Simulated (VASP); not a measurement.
# Cs4BePb3Br12 (a cell with a defect) in VASP: further runs

One crystal, Cs4BePb3Br12 (a cell with a defect), is run at these levels: PBE; tasks: electric field gradients.

Program: VASP 6.6.1. These are calculated values, not measurements. Logs are shortened: lines on timing, memory, paths and dates and some standing lists are left out, and cuts for length are marked.

### 1 The structure

The cell holds a defect, 20 atoms: a = 10.167 Å, b = 10.167 Å, c = 10.167 Å, α = 109.47°, β = 109.47°, γ = 109.47°.

### 2 Electric field gradients, PBE

The input, INCAR:

```
PREC = Accurate ; ENCUT = 520
EDIFF = 1E-8 ; ISMEAR = -1
SIGMA = 0.01 ; LREAL = Auto
LASPH = True ; NELM = 100
ALGO = Fast ; ISIF = 2
LWAVE = False ; LCHARG = False
GGA = PE ; LEFG = True
NBANDS = 98
```

The input, KPOINTS:

```
regular mesh
0
Gamma
  2 2 2
```

The input, POSCAR:

```
Cs4BePb3Br12
1.0
   -5.8700000000      5.8700000000      5.8700000000
    5.8700000000     -5.8700000000      5.8700000000
    5.8700000000      5.8700000000     -5.8700000000
Cs Be Pb Br
4 1 3 12
Direct
    0.0000000000      0.0000000000      0.0000000000
    0.5000000000      0.5000000000      0.0000000000
    0.5000000000      0.0000000000      0.5000000000
    0.0000000000      0.5000000000      0.5000000000
    0.5000000000      0.5000000000      0.5000000000
    0.0000000000      0.0000000000      0.5000000000
    0.0000000000      0.5000000000      0.0000000000
    0.5000000000      0.0000000000      0.0000000000
    0.5000000000      0.2500000000      0.2500000000
    0.0000000000      0.7500000000      0.2500000000
    0.0000000000      0.2500000000      0.7500000000
    0.5000000000      0.7500000000      0.7500000000
    0.2500000000      0.5000000000      0.2500000000
    0.7500000000      0.0000000000      0.2500000000
    0.7500000000      0.5000000000      0.7500000000
    0.2500000000      0.0000000000      0.7500000000
    0.2500000000      0.2500000000      0.5000000000
    0.7500000000      0.7500000000      0.5000000000
    0.7500000000      0.2500000000      0.0000000000
    0.2500000000      0.7500000000      0.0000000000
```

Potentials or basis: VASP PAW PBE potentials, release 64 (Cs_sv, Be, Pb_d, Br).

Launch:

```sh
$ cat potpaw_PBE.64/Cs_sv/POTCAR potpaw_PBE.64/Be/POTCAR potpaw_PBE.64/Pb_d/POTCAR potpaw_PBE.64/Br/POTCAR > POTCAR
$ mpirun -np 1 vasp_std > vasp.out
```

OUTCAR:

```text
PREC = Accurate
   ENCUT = 520
   EDIFF = 1E-8
   ISMEAR = -1
   LREAL = Auto
   LASPH = True
   NELM = 100
   ISIF = 2
   GGA = PE

 ion  position               nearest neighbor table
   1  0.000  0.000  0.000-
   2  0.500  0.500  0.000-
   3  0.500  0.000  0.500-
   4  0.000  0.500  0.500-
   5  0.500  0.500  0.500-
   6  0.000  0.000  0.500-  10 2.94  11 2.94  14 2.94  16 2.94  17 2.94  18 2.94
   7  0.000  0.500  0.000-  10 2.94  11 2.94  13 2.94  15 2.94  19 2.94  20 2.94
   8  0.500  0.000  0.000-   9 2.94  12 2.94  14 2.94  16 2.94  19 2.94  20 2.94
   9  0.500  0.250  0.250-   8 2.94
  10  0.000  0.750  0.250-   6 2.94   7 2.94
  11  0.000  0.250  0.750-   6 2.94   7 2.94
  12  0.500  0.750  0.750-   8 2.94
  13  0.250  0.500  0.250-   7 2.94
  14  0.750  0.000  0.250-   6 2.94   8 2.94
  15  0.750  0.500  0.750-   7 2.94
  16  0.250  0.000  0.750-   6 2.94   8 2.94
  17  0.250  0.250  0.500-   6 2.94
  18  0.750  0.750  0.500-   6 2.94
  19  0.750  0.250  0.000-   7 2.94   8 2.94
  20  0.250  0.750  0.000-   7 2.94   8 2.94

  LATTYP: Found a body centered cubic cell.
 ALAT       =    11.7400000000

  Lattice vectors:

 A1 = (  -5.8700000000,   5.8700000000,   5.8700000000)
 A2 = (   5.8700000000,  -5.8700000000,   5.8700000000)
 A3 = (   5.8700000000,   5.8700000000,  -5.8700000000)

Analysis of symmetry for initial positions (statically):
=====================================================================
 Subroutine PRICEL returns:
 Original cell was already a primitive cell.

 Routine SETGRP: Setting up the symmetry group for a
 body centered cubic supercell.

 Subroutine GETGRP returns: Found 48 space group operations
 (whereof 12 operations were pure point group operations)
 out of a pool of 48 trial point group operations.

The static configuration has the point symmetry D_3d.
 The point group associated with its full space group is O_h .

Analysis of symmetry for dynamics (positions and initial velocities):
=====================================================================
 Subroutine PRICEL returns:
 Original cell was already a primitive cell.

 Routine SETGRP: Setting up the symmetry group for a
 body centered cubic supercell.

 Subroutine GETGRP returns: Found 48 space group operations
 (whereof 12 operations were pure point group operations)
 out of a pool of 48 trial point group operations.

The dynamic configuration has the point symmetry D_3d.
 The point group associated with its full space group is O_h .

 Subroutine INISYM returns: Found 48 space group operations
 (whereof 12 operations are pure point group operations),
 and found     1 'primitive' translations

----------------------------------------------------------------------------------------

                                     Primitive cell

  volume of cell :     809.0480

  direct lattice vectors                    reciprocal lattice vectors
    -5.870000000  5.870000000  5.870000000     0.000000000  0.085178876  0.085178876
     5.870000000 -5.870000000  5.870000000     0.085178876  0.000000000  0.085178876
     5.870000000  5.870000000 -5.870000000     0.085178876  0.085178876  0.000000000

  length of vectors
    10.167138240 10.167138240 10.167138240     0.120461121  0.120461121  0.120461121

  position of ions in fractional coordinates (direct lattice)
     0.000000000  0.000000000  0.000000000
     0.500000000  0.500000000  0.000000000
     0.500000000  0.000000000  0.500000000
     0.000000000  0.500000000  0.500000000
     0.500000000  0.500000000  0.500000000
     0.000000000  0.000000000  0.500000000
[... 12 lines left out ...]
     0.750000000  0.250000000  0.000000000
     0.250000000  0.750000000  0.000000000

  ion indices of the primitive-cell ions
   primitive index   ion index
                 1           1
                 2           2
[... 72 lines left out ...]
   IBRION =     -1    ionic relax: 0-MD 1-quasi-New 2-CG
   NFREE  =      0    steps in history (QN), initial steepest desc. (CG)
   ISIF   =      2    stress and relaxation
   ISYM   =      2    0-nonsym 1-usesym 2-fastsym
   POTIM  = 0.5000    time-step for ionic-motion
   TEBEG  =    0.0;   TEEND  =   0.0 temperature during run
   PSTRESS=    0.0 pullay stress
   NELECT =     164.0000    total number of electrons
   NUPDOWN=      -1.0000    fix difference up-down
   EMIN   =  10.00;   EMAX   =-10.00  energy-range for DOS
   EFERMI =   0.00;   METHOD = LEGACY
   ISMEAR =    -1;   SIGMA  =   0.01  broadening in eV -4-tet -1-fermi 0-gaus
   EFERMI_NEDOS =   21; number of points for ismear=-14 and -15
   IALGO  =     68    algorithm
   IMIX   =      4    mixing-type and parameters
     AMIX     =   0.40;   BMIX     =  1.00
     AMIX_MAG =   1.60;   BMIX_MAG =  1.00
  volume/ion in A,a.u.               =      40.45       272.99
  Fermi-wavevector in a.u.,A,eV,Ry     =   0.961682  1.817315 12.583099  0.924832
  Thomas-Fermi vector in A             =   2.091075
   LORBIT       =      0    0 simple, 1 ext, 2 COOP (PROOUT), +10 PAW based schemes
   GGA     = PE    functional components
   LHFCALC =     F    Hartree Fock is set to
   AEXX    =    0.0000 exact exchange contribution
   IVDW    =     0    specifies the selected vdW correction
   LEPSILON=     F    determine dielectric tensor
   LRPA    =     F    only Hartree local field effects (RPA)
 non-spin polarized calculation
 RMM-DIIS sequential band-by-band and
  energy-cutoff  :      520.00
  volume of cell :      809.05
 maximum number of plane-waves:     21769
 NGX is ok and might be reduce to    80
   NGX = 37   NGY = 37   NGZ = 37

 number of electron     164.0000045 magnetization

 Free energy of the ion-electron system (eV)
  ---------------------------------------------------
  ext. energy  EPLUGINS =         0.00000000
  ---------------------------------------------------
  free energy    TOTEN  =       -60.80937092 eV

  energy without entropy =      -60.80937092  energy(sigma->0) =      -60.80937092

 E-fermi :   0.5411     XC(G=0):  -7.5199

 val. band max:        0.2983268403   @ k =   0.0000   0.0000   0.0000
 cond. band min:       1.5763404357   @ k =   0.5000   0.0000   0.0000
 fundamental gap:      1.2780135954
 Fermi energy:         0.5410576542

 k-point     1 :       0.0000    0.0000    0.0000
  band No.  band energies     occupation
      1     -20.4163      2.00000
      2     -20.4143      2.00000
      3     -20.4143      2.00000
      4     -20.4143      2.00000
      5     -15.9743      2.00000
      6     -15.9743      2.00000
[... 280 lines left out ...]
     93       5.5848      0.00000
     94       6.1267      0.00000
 [bands above 94 left out]

------------------------ aborting loop because EDIFF is reached ----------------------------------------

  FORCE on cell =-STRESS in cart. coord.  units (eV):
  Direction    XX          YY          ZZ          XY          YZ          ZX
  --------------------------------------------------------------------------------------
  -------------------------------------------------------------------------------------
  Total       -1.3217682     -1.3217682     -1.3217682      0.0000000      0.0000000      0.0000000
  in kB       -2.6175295     -2.6175295     -2.6175295      0.0000000      0.0000000      0.0000000
  external PRESSURE =      -2.6175295 kB  Pullay stress =       0.0000000 kB

 VOLUME and BASIS-vectors are now :
 -----------------------------------------------------------------------------
  energy-cutoff  :      520.00
  volume of cell :      809.05
      direct lattice vectors                 reciprocal lattice vectors
    -5.870000000  5.870000000  5.870000000     0.000000000  0.085178876  0.085178876
     5.870000000 -5.870000000  5.870000000     0.085178876  0.000000000  0.085178876
     5.870000000  5.870000000 -5.870000000     0.085178876  0.085178876  0.000000000

 POSITION                                       TOTAL-FORCE (eV/Angst)
 -----------------------------------------------------------------------------------
      0.00000      0.00000      0.00000         0.000000     -0.000000     -0.000000
      0.00000      0.00000      5.87000         0.000000     -0.000000     -0.000000
      0.00000      5.87000      0.00000         0.000000     -0.000000     -0.000000
      5.87000      0.00000      0.00000         0.000000     -0.000000     -0.000000
      2.93500      2.93500      2.93500         0.000000     -0.000000     -0.000000
      2.93500      2.93500     -2.93500         0.000000     -0.000000     -0.000000
[... 12 lines left out ...]
     -2.93500      2.93500      5.87000         0.000000     -0.000000     -0.000000
      2.93500     -2.93500      5.87000         0.000000     -0.000000     -0.000000
 -----------------------------------------------------------------------------------
    total drift:                                0.000000      0.000000     -0.000000

  FREE ENERGIE OF THE ION-ELECTRON SYSTEM (eV)
  ---------------------------------------------------
  free  energy   TOTEN  =       -60.8093709209 eV

  energy  without entropy=      -60.8093709209  energy(sigma->0) =      -60.80937092

 Electric field gradients (V/A^2)
---------------------------------------------------------------------
 ion       V_xx      V_yy      V_zz      V_xy      V_xz      V_yz
---------------------------------------------------------------------
   1      -0.000    -0.000    -0.000    -3.020    -3.020    -3.020
   2       0.000     0.000    -0.000    -3.020     3.019     3.019
   3       0.000    -0.000     0.000     3.019    -3.020     3.019
   4      -0.000     0.000     0.000     3.019     3.019    -3.020
   5       0.000    -0.000    -0.000     0.000     0.000     0.000
   6     -12.255   -12.255    24.509    -0.000    -0.000    -0.000
[... 12 lines left out ...]
  19     -95.447   -95.447   190.893     0.000     0.000     0.000
  20     -95.447   -95.447   190.893     0.000     0.000     0.000
---------------------------------------------------------------------

 Electric field gradients after diagonalization (V/A^2)
 (convention: |V_zz| > |V_xx| > |V_yy|)
----------------------------------------------------------------------
 ion       V_xx      V_yy      V_zz     asymmetry (V_yy - V_xx)/ V_zz
----------------------------------------------------------------------
   1       3.020     3.020    -6.041       0.000
   2       3.020     3.019    -6.039       0.000
   3       3.020     3.019    -6.039       0.000
   4       3.020     3.019    -6.039       0.000
   5      -0.000    -0.000     0.000       0.000
   6     -12.255   -12.254    24.509       0.000
[... 12 lines left out ...]
  19     -95.447   -95.446   190.893       0.000
  20     -95.447   -95.446   190.893       0.000
----------------------------------------------------------------------

           NMR quadrupolar parameters

 Cq : quadrupolar parameter    Cq=e*Q*V_zz/h
 eta: asymmetry parameters     (V_yy - V_xx)/ V_zz
 Q  : nuclear electric quadrupole moment in mb (millibarn)
----------------------------------------------------------------------
 ion       Cq(MHz)       eta       Q (mb)
----------------------------------------------------------------------
   1      -0.015       0.000       1.000
   2      -0.015       0.000       1.000
   3      -0.015       0.000       1.000
   4      -0.015       0.000       1.000
   5       0.000       0.000       1.000
   6       0.059       0.000       1.000
[... 12 lines left out ...]
  19       0.462       0.000       1.000
  20       0.462       0.000       1.000
----------------------------------------------------------------------
```

Run time: 5.8 min. Hardware: 1 thread of Intel Xeon 6975P-C (Granite Rapids), shared host; peak memory 1.1 GiB.

What came out:

```
Free energy            : -60.8094 eV
Pressure               : -0.3 GPa
Largest force          : 1.196 eV/Å
Band gap on the k mesh : 1.28 eV, indirect (least direct gap 1.66 eV)
```

Forces on the atoms (eV/Å):
```
Cs   0.000  0.000  0.000
Cs   0.000  0.000  0.000
Cs   0.000  0.000  0.000
Cs   0.000  0.000  0.000
Be   0.000  0.000  0.000
Pb   0.000  0.000  0.000
Pb   0.000  0.000  0.000
Pb   0.000  0.000  0.000
Br   1.196  0.000  0.000
Br   0.000  0.000  0.000
Br   0.000  0.000  0.000
Br  -1.196  0.000  0.000
Br   0.000  1.196  0.000
Br   0.000  0.000  0.000
Br   0.000 -1.196  0.000
Br   0.000  0.000  0.000
Br   0.000  0.000  1.196
Br   0.000  0.000 -1.196
Br   0.000  0.000  0.000
Br   0.000  0.000  0.000
```

Electric field gradients, principal values (V/Å²):
| atom | Vxx | Vyy | Vzz |
| --- | --- | --- | --- |
| 1 Cs | 3.020 | 3.020 | -6.041 |
| 2 Cs | 3.019 | 3.020 | -6.039 |
| 3 Cs | 3.019 | 3.020 | -6.039 |
| 4 Cs | 3.019 | 3.020 | -6.039 |
| 5 Be | 0.000 | 0.000 | 0.000 |
| 6 Pb | -12.254 | -12.255 | 24.509 |
| 7 Pb | -12.254 | -12.255 | 24.509 |
| 8 Pb | -12.254 | -12.255 | 24.509 |
| 9 Br | -150.352 | -150.353 | 300.705 |
| 10 Br | -95.446 | -95.447 | 190.893 |
| 11 Br | -95.446 | -95.447 | 190.893 |
| 12 Br | -150.352 | -150.353 | 300.705 |
| 13 Br | -150.352 | -150.353 | 300.705 |
| 14 Br | -95.446 | -95.447 | 190.893 |
| 15 Br | -150.352 | -150.353 | 300.705 |
| 16 Br | -95.446 | -95.447 | 190.893 |
| 17 Br | -150.352 | -150.353 | 300.705 |
| 18 Br | -150.352 | -150.353 | 300.705 |
| 19 Br | -95.446 | -95.447 | 190.893 |
| 20 Br | -95.446 | -95.447 | 190.893 |

Caveat: spin-orbit coupling is left out, which as a rule narrows the gap of such compounds by several tenths of an eV.

[end of part 1 of 4]
